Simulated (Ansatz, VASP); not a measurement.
# C ((19,0) graphene nanotube): VASP beside Ansatz

Aim: how closely do two programs agree when they are given the same cell, functional and k mesh? The cell is taken from a series of runs on this material, whose earlier steps may have relaxed, scaled, displaced or heated it; both programs get it as it stands.

Main program and level: Ansatz 0.2.0; plane waves, with VASP 6.6.1 beside it; single point at LDA.

### 1. The starting structure

The cell holds 152 atoms: 152 C. Its edges and angles: a = 26.878 Å, b = 26.827 Å, c = 8.522 Å, α = 90.0°, β = 90.0°, γ = 90.0°. It derives from C (graphene). As first built, before any earlier steps moved the atoms (in the runner's words): graphene sheet (a = 2.46 A) rolled into an (19,0) tube of diameter 14.88 A, 2 periods; then minimised and run for 3 ps at 600 K (NVT) with a classical potential, last frame taken. Vacuum lies along a and b. The structure's axis is c.

### 2. VASP: single point, LDA

A single point gives forces, pressure and levels at one fixed geometry, so differences don't come from the geometry; what else differs is listed under the comparison.

Lines of VASP's logs that name or quote its potential files are left out, and so is its time.

The input, INCAR:

```
SYSTEM = C
PREC = Accurate
ENCUT = 520
EDIFF = 1E-06
NELM = 120
ISMEAR = 0
SIGMA = 0.025
LREAL = Auto
ALGO = Normal
GGA = CA
NBANDS = 410
LORBIT = 11
LWAVE = .FALSE.
LCHARG = .FALSE.
ISIF = 2
LASPH = .TRUE.
GGA_COMPAT = .FALSE.
EFERMI = MIDGAP
```

The input, POSCAR:

```
C
1.0
   26.8778000000      0.0000000000      0.0000000000
    0.0000000000     26.8269900000      0.0000000000
    0.0000000000      0.0000000000      8.5216900000
C
152
Direct
    0.7522800000      0.4359700000      0.1629800000
    0.7618400000      0.4797200000      0.0910000000
    0.7632200000      0.5259000000      0.1737900000
    0.7540300000      0.5691800000      0.0927800000
    0.7634500000      0.4825400000      0.4188100000
    0.7619900000      0.5272100000      0.3345800000
    0.7393400000      0.6136400000      0.1705800000
    0.7152900000      0.6507500000      0.0925400000
    0.7509400000      0.5710600000      0.4213400000
    0.7357800000      0.6112500000      0.3355800000
    0.6850500000      0.6858100000      0.1716400000
    0.6596000000      0.7200000000      0.0802100000
    0.7165000000      0.6524400000      0.4209300000
    0.6902200000      0.6870700000      0.3409200000
    0.6260300000      0.7500300000      0.1634200000
    0.5858800000      0.7755400000      0.0894100000
    0.6615100000      0.7195200000      0.4162700000
    0.6270100000      0.7476700000      0.3252100000
    0.5409700000      0.7844700000      0.1652100000
    0.4951100000      0.7853600000      0.0787300000
    0.5828700000      0.7684700000      0.4081300000
    0.5385800000      0.7787900000      0.3329000000
    0.4536500000      0.7690200000      0.1624900000
    0.4075800000      0.7613000000      0.0778100000
    0.4955900000      0.7841300000      0.4179700000
    0.4513200000      0.7746200000      0.3280600000
    0.3619900000      0.7496400000      0.1640000000
    0.3252100000      0.7208800000      0.0775900000
    0.4092000000      0.7597000000      0.4140200000
    0.3683800000      0.7422100000      0.3273300000
[... 116 atom lines left out ...]
    0.7253000000      0.3498500000      0.6729900000
    0.7482800000      0.3901600000      0.5916200000
    0.6938600000      0.3148700000      0.9258100000
    0.7175100000      0.3524000000      0.8422500000
    0.7403100000      0.3921100000      0.9182800000
    0.7604900000      0.4334000000      0.8374600000
```

The input, KPOINTS:

```
Automatic mesh
0
Gamma
1 1 1
0 0 0
```

Potentials, in the order of the species: C (LDA family, release 64).

The run is started by

```bash
export OMP_NUM_THREADS=3
mpirun -np 1 vasp_gam
```

Numbers of over 12 decimals in the logs are rounded to 6 here.

Output:

```text
[banner, memory and clock lines left out]
running    1 mpi-ranks, on    1 nodes
[...]
Offloading initialized ...    1 GPUs detected
[...]
LDA part: xc-table for (Slater(with rela. corr.)+CA(PZ))
 , standard interpolation
 POSCAR, INCAR and KPOINTS ok, starting setup
[...]
entering main loop
       N       E                     dE             d eps       ncg     rms          rms(c)
DAV:   1     0.719437438296E+04    0.71944E+04   -0.25366E+05   868   0.120E+03
DAV:   2    -0.217549276280E+03   -0.74119E+04   -0.70177E+04  1296   0.288E+02
DAV:   3    -0.156698767393E+04   -0.13494E+04   -0.13401E+04  1024   0.137E+02
DAV:   4    -0.162499133101E+04   -0.58004E+02   -0.57669E+02  1008   0.363E+01
[...]
DAV:  26    -0.150662059668E+04   -0.33034E-05   -0.11028E-07   632   0.386E-04    0.116E-04
DAV:  27    -0.150662059922E+04   -0.25359E-05   -0.88849E-08   600   0.294E-04    0.109E-04
DAV:  28    -0.150662060019E+04   -0.97256E-06   -0.38956E-08   608   0.207E-04
   1 F= -.15066206E+04 E0= -.15066206E+04  d E =-.965661E-60
```

From OUTCAR (step 2):

```text
  FREE ENERGIE OF THE ION-ELECTRON SYSTEM (eV)
  ---------------------------------------------------
  free  energy   TOTEN  =     -1506.6206001930 eV

  energy  without entropy=    -1506.6206001930  energy(sigma->0) =    -1506.62060019
```

### 3. Ansatz: single point, LDA

Ansatz runs on its default PAW (the set named soft_2) files.

The same cell, functional (in two slightly different forms), mesh and smearing now go to Ansatz, which takes its cutoff from its data sets.

The input, input.yaml:

```yaml
crystal:
  lattice:
    - [26.8778, 0.0, 0.0]
    - [0.0, 26.82699, 0.0]
    - [0.0, 0.0, 8.52169]
  atoms:
    - { symbol: C, position: [0.75228, 0.43597, 0.16298] }
    - { symbol: C, position: [0.76184, 0.47972, 0.091] }
    - { symbol: C, position: [0.76322, 0.5259, 0.17379] }
    - { symbol: C, position: [0.75403, 0.56918, 0.09278] }
    - { symbol: C, position: [0.76345, 0.48254, 0.41881] }
    - { symbol: C, position: [0.76199, 0.52721, 0.33458] }
    - { symbol: C, position: [0.73934, 0.61364, 0.17058] }
    - { symbol: C, position: [0.71529, 0.65075, 0.09254] }
    - { symbol: C, position: [0.75094, 0.57106, 0.42134] }
    - { symbol: C, position: [0.73578, 0.61125, 0.33558] }
    - { symbol: C, position: [0.68505, 0.68581, 0.17164] }
    - { symbol: C, position: [0.6596, 0.72, 0.08021] }
    - { symbol: C, position: [0.7165, 0.65244, 0.42093] }
    - { symbol: C, position: [0.69022, 0.68707, 0.34092] }
    - { symbol: C, position: [0.62603, 0.75003, 0.16342] }
    - { symbol: C, position: [0.58588, 0.77554, 0.08941] }
    - { symbol: C, position: [0.66151, 0.71952, 0.41627] }
    - { symbol: C, position: [0.62701, 0.74767, 0.32521] }
    - { symbol: C, position: [0.54097, 0.78447, 0.16521] }
    - { symbol: C, position: [0.49511, 0.78536, 0.07873] }
    - { symbol: C, position: [0.58287, 0.76847, 0.40813] }
    - { symbol: C, position: [0.53858, 0.77879, 0.3329] }
    - { symbol: C, position: [0.45365, 0.76902, 0.16249] }
    - { symbol: C, position: [0.40758, 0.7613, 0.07781] }
    - { symbol: C, position: [0.49559, 0.78413, 0.41797] }
    - { symbol: C, position: [0.45132, 0.77462, 0.32806] }
    - { symbol: C, position: [0.36199, 0.74964, 0.164] }
    - { symbol: C, position: [0.32521, 0.72088, 0.07759] }
    - { symbol: C, position: [0.4092, 0.7597, 0.41402] }
    - { symbol: C, position: [0.36838, 0.74221, 0.32733] }
[... 116 atom lines left out ...]
    - { symbol: C, position: [0.7253, 0.34985, 0.67299] }
    - { symbol: C, position: [0.74828, 0.39016, 0.59162] }
    - { symbol: C, position: [0.69386, 0.31487, 0.92581] }
    - { symbol: C, position: [0.71751, 0.3524, 0.84225] }
    - { symbol: C, position: [0.74031, 0.39211, 0.91828] }
    - { symbol: C, position: [0.76049, 0.4334, 0.83746] }
kpoints:
  mp_grid: { grid: [1, 1, 1] }
hamiltonian:
  xc: lda
scf:
  occupations: { method: gaussian, width: 0.025 }
output:
  forces: true
  populations: intrinsic
  dos:
    method: { smearing: { sigma: 0.1 } }
    de: 0.1
    projected: { site_lists: { C: [C] } }
  eigenvalues: true
  write_density: true
  write_potential: true
  volumetric_format: npy
```

The run is started by

```bash
ansatz run input.yaml --threads 8 --pin off --max-ram 15872MiB --backend cpu --events-out ev --progress --plain --runs-dir out
```

Output:

```text
Engine: ansatz 0.2.0, aarch64-unknown-linux-gnu
Pseudopotentials: kind: paw
Pseudopotential: C, paw, valence charge 4, recommended cutoff 420 eV (normal), C.paw.azcp
Functional definition: SPW92
  exchange = slater_x
  correlation = pw_c
Crystal: 152 atoms, lattice volume = 6144.569 Å³
Basis set: ecut = 420 eV, 120093 PW (Γ)
Bands: 456, of which v1, the nominal top of the filled ones, is band 304 counted from 1 (303 counted from 0)
Symmetry: 1 space group operations
Space group: P1 (ITA 1), of the structure as read, at distance tolerance 1.8e-4 Å
k-points: 1
Non-local potential: C, projectors of the file, l = 0: 2, l = 1: 2, l = 2: 1
PAW form: soft (Blöchl's): semilocal exchange-correlation on the pseudo side does not see the compensation charge
PAW frozen core: C, regenerated for the run's functional, and the local potential with it (the file was generated under x = pbe(κ = 0.804, μ = 0.219515), c = pbe(β = 0.066725))
PAW one-centre angular grid: C, 110 points (default); XC on 64 Gauss nodes
Initial density: superposition of atomic densities (neutral atoms: chi_scale 0, normalization atom), corrected by the library's trained network
Initial wavefunctions: pseudopotential atomic-orbital guess
Functional: x = slater, c = lda
SCF iter   1: F=—  HF=-36903.028163 eV  |F-HF|=—  |Δ(HF+E_count)|=         —  Δρ=3.48e-3  dr2=6.00e-1  ethr=1.77e-3  ⟨swp⟩=7.0  Hψ=2248  notcnv=0  defer=131
preconditioner: auto → Resta (q_TF=auto, 1.855 Å⁻¹)  ε∞=1.6  [insulator: Δε(μ)=0.582 eV  Ē_g=14.655 eV  σ=0.025 eV  W_gap=1.00  n_scr=676 (ndim 8)  ℏωp=11.7 eV  f_vac=0.741  D(μ)=0.00/eV (n_scr^D=0)  ε∞_Penn≈1.6  vacuum switching on, ρ_ref=1.6e-2 e/Å³]
SCF iter   2: F=—  HF=-36902.976473 eV  |F-HF|=—  |Δ(HF+E_count)|=   5.17e-2  Δρ=1.75e-3  dr2=5.40e-1  ethr=9.88e-5  ⟨swp⟩=2.0  Hψ=691  notcnv=0  defer=148
SCF iter   3: F=—  HF=-36903.353575 eV  |F-HF|=—  |Δ(HF+E_count)|=   3.77e-1  Δρ=2.21e-3  dr2=5.51e0  ethr=8.89e-5  ⟨swp⟩=4.0  Hψ=456  notcnv=0  defer=148  recentre
SCF iter   4: F=—  HF=-36902.965269 eV  |F-HF|=—  |Δ(HF+E_count)|=   3.88e-1  Δρ=7.91e-4  dr2=1.49e-1  ethr=8.89e-5  ⟨swp⟩=2.0  Hψ=527  notcnv=0  defer=148
SCF iter   5: F=—  HF=-36902.968266 eV  |F-HF|=—  |Δ(HF+E_count)|=   3.00e-3  Δρ=5.06e-4  dr2=7.48e-2  ethr=2.45e-5  ⟨swp⟩=2.0  Hψ=351  notcnv=0  defer=148
SCF iter   6: F=—  HF=-36902.970347 eV  |F-HF|=—  |Δ(HF+E_count)|=   2.08e-3  Δρ=1.98e-4  dr2=5.33e-3  ethr=1.23e-5  ⟨swp⟩=2.0  Hψ=335  notcnv=0  defer=148
SCF iter   7: F=—  HF=-36902.974247 eV  |F-HF|=—  |Δ(HF+E_count)|=   3.90e-3  Δρ=1.13e-4  dr2=6.86e-3  ethr=8.77e-7  ⟨swp⟩=2.0  Hψ=489  notcnv=0  defer=148
SCF iter   8: F=—  HF=-36902.974770 eV  |F-HF|=—  |Δ(HF+E_count)|=   5.22e-4  Δρ=6.15e-5  dr2=6.23e-4  ethr=8.77e-7  ⟨swp⟩=2.0  Hψ=313  notcnv=0  defer=148
SCF iter   9: F=—  HF=-36902.974882 eV  |F-HF|=—  |Δ(HF+E_count)|=   1.12e-4  Δρ=3.77e-5  dr2=1.18e-4  ethr=1.02e-7  ⟨swp⟩=2.0  Hψ=346  notcnv=0  defer=148
SCF iter  10: F=—  HF=-36902.974907 eV  |F-HF|=—  |Δ(HF+E_count)|=   2.52e-5  Δρ=1.97e-5  dr2=5.50e-5  ethr=1.94e-8  ⟨swp⟩=2.0  Hψ=546  notcnv=0  defer=148
SCF iter  11: F=—  HF=-36902.974576 eV  |F-HF|=—  |Δ(HF+E_count)|=   3.31e-4  Δρ=8.12e-6  dr2=8.29e-6  ethr=9.05e-9  ⟨swp⟩=2.0  Hψ=739  notcnv=0  defer=148
SCF iter  12: F=—  HF=-36902.974577 eV  |F-HF|=—  |Δ(HF+E_count)|=   3.91e-7  Δρ=4.23e-6  dr2=9.13e-7  ethr=1.36e-9  ⟨swp⟩=2.0  Hψ=470  notcnv=0  defer=148
SCF iter  13: F=—  HF=-36902.974578 eV  |F-HF|=—  |Δ(HF+E_count)|=   1.16e-6  Δρ=2.64e-6  dr2=1.41e-6  ethr=1.50e-10  ⟨swp⟩=3.0  Hψ=542  notcnv=0  defer=148
SCF iter  14: F=—  HF=-36902.974578 eV  |F-HF|=—  |Δ(HF+E_count)|=   7.68e-9  Δρ=1.72e-6  dr2=3.07e-7  ethr=1.50e-10  ⟨swp⟩=2.0  Hψ=348  notcnv=0  defer=148
SCF iter  15: F=—  HF=-36902.974578 eV  |F-HF|=—  |Δ(HF+E_count)|=   4.97e-7  Δρ=8.50e-7  dr2=1.35e-7  ethr=5.05e-11  ⟨swp⟩=2.0  Hψ=470  notcnv=0  defer=148
SCF iter  16: F=-36902.974579 eV  HF=-36902.974579 eV  |F-HF|=6.76e-9  |Δ(HF+E_count)|=   1.20e-7  Δρ=3.18e-7  dr2=2.59e-8  ethr=1.64e-11  ⟨swp⟩=38.0  Hψ=5614  notcnv=0
SCF 1 converged in 16 iterations: F = -36902.974579 eV  dr2 = 2.59e-8
  greatest PAW one-centre occupation: 0.690 electrons in one spin orbital (limit 2), on the C atom at site 102 (counted from 0), in its partial waves of l = 0
[...]
atom 140  C      1.47574603     2.01236927    -0.93577930
  atom 141  C     -0.13691484     1.73622359    -0.02129941
  atom 142  C     -0.67343804    -1.26668484     3.07964015
  atom 143  C      0.88881155    -1.22128996    -0.84086129
  atom 144  C      0.41708101     0.11565999     2.15732437
  atom 145  C     -1.15423366     1.01979051    -0.76958365
  atom 146  C     -0.81539073    -0.02585114    -2.32984159
  atom 147  C     -0.61744017     0.38092225    -0.07265118
  atom 148  C     -1.78695012     0.11875764    -1.07295516
  atom 149  C      0.86366143     0.19116316    -0.61398097
  atom 150  C      1.99158107     0.32047135    -1.80242481
  atom 151  C      0.76452192     0.56681110     0.57294920
  atom 152  C     -0.50249031     1.83184535     1.85148607
  max |Σ_I F_I| component: 1.65e-3 eV/Å
--- Band table (eV) ---
  k-point 0: bands = [... 300 lower, -2.4653, -2.4069, -2.3809, -2.3322, -1.7524, -1.7020, -1.6552, -1.5743, ... 148 higher]
--- intrinsic populations: 152 sites ---
  site symbol       q [e]
     0      C      4.0044
     1      C      3.9981
     2      C      4.0070
     3      C      3.9927
     4      C      4.0002
     5      C      3.9925
     6      C      4.0130
     7      C      3.9901
     8      C      4.0015
     9      C      3.9918
    10      C      4.0054
    11      C      3.9967
    12      C      3.9984
    13      C      4.0022
    14      C      3.9984
    15      C      4.0056
    16      C      3.9975
    17      C      3.9970
    18      C      3.9985
    19      C      3.9969
    20      C      3.9986
    21      C      3.9995
    22      C      4.0151
    23      C      3.9846
[...]
144      C      4.0129
   145      C      3.9938
   146      C      4.0001
   147      C      4.0022
   148      C      4.0043
   149      C      4.0031
   150      C      3.9944
   151      C      4.0053
  spilling = 0.000000 (of n_electrons = 608.000000)
```

In the SCF lines HF is the Harris–Foulkes energy and dr2 the Hartree energy of the density residual, in eV; the loop may stop once dr2 is under the threshold and the program's other checks hold. Hψ counts applications of the Hamiltonian.

### 4. Differences

Known differences besides the potentials themselves: the two LDA forms differ slightly; the cutoff is 420 eV in Ansatz and 520 eV in VASP (PREC = Accurate, projectors in real space); VASP's log shows a relativistic correction to its local exchange, Ansatz's none. Total energies have different zeros and are not compared.

Both answers:

```
              quantity  Ansatz   VASP  difference
gap on the k mesh (eV)   0.580  0.580       0.000
```

Forces on 10 of the 152 atoms, those with the largest forces and the largest differences (eV/Å; atoms numbered as in POSCAR):

```
atom          Ansatz x, y, z            VASP x, y, z
 C17    -2.632, 3.104, 1.246    -2.618, 3.107, 1.247
 C34  -2.213, -2.465, -4.421  -2.220, -2.456, -4.433
 C53   3.067, -3.390, -2.362   3.055, -3.394, -2.368
 C55   -4.212, 2.148, -0.106   -4.219, 2.121, -0.114
 C74   -2.023, 0.207, -0.353   -1.995, 0.198, -0.365
C104  -2.665, -3.353, -1.141  -2.663, -3.327, -1.139
C108     0.470, 2.633, 3.166     0.470, 2.630, 3.165
C112    -1.286, 2.951, 2.744    -1.281, 2.940, 2.735
C131    1.072, 1.626, -1.753    1.062, 1.586, -1.752
C137    0.086, 1.316, -0.131    0.085, 1.284, -0.127
```

The forces differ by 10 meV/Å r.m.s., which is 0.7 % of the r.m.s. force of 1.466 eV/Å (both taken over all components). A gap on the mesh is an upper bound, since the band edges may lie between its points. With vacuum in the cell, a pressure given here is an average over mostly empty space and none of the material.

### 5. Results

```
r.m.s. force difference (single point, LDA) : 0.70 % of the r.m.s. force
```

The r.m.s. force difference is 0.70 % of the r.m.s. force (single point, LDA), within the 3 % picked in this series as the mark of a large difference. How closely two codes agree says nothing of how well the functional describes the real material.

[Lines on the potential files, build, host, timing and source positions are cut from VASP's logs without a mark.]

[Logs are printed without paths, hosts, clocks, repeated set-up lines and the standing remarks that a program may print on its own settings, such as how far it seeks lower states.]

[Hosts, paths, dates, database ids (printed as entryN), source tags and the programs' standing remarks are cut or masked in the printed files.]
